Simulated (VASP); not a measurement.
A cell of Ho (relaxed from the simple-cubic structure, space group Pm-3m) near equilibrium:

```yaml
crystal:
  lattice:
    - [3.16148, 0.00000, 0.00000]
    - [0.00000, 3.16148, 0.00000]
    - [0.00000, 0.00000, 3.16148]
  atoms:
    - { symbol: Ho, position: [0.00000, 0.00000, 0.00000] }
```

All values below come from PBEsol GGA, VASP's PBE PAW potentials (set 64) (plane waves; VASP).

The 4f electrons are frozen in the core of the lanthanide potential, so 4f levels, which can set the real gap, and their magnetism are missing.

```csv
run,ΔE (meV/atom),σxx,σyy,σzz,"largest shear component, with its sign (GPa)",largest force (eV/Å)
as it is,0.0,0.00,0.00,0.00,0.00,0.000
after one change,0.8,0.54,0.54,0.54,0.00,0.000
```
Stress is in GPa, positive when the cell is compressed.

Task: Which change was made?
A) isotropic strain of -1.0 %
B) isotropic strain of -0.5 %
C) isotropic strain of +1.5 %
D) isotropic strain of -3.0 %

Result: B, isotropic strain of -0.5 %

The structure was generated: Ho was put into the simple-cubic type (Pm-3m), which need not be its known phase.
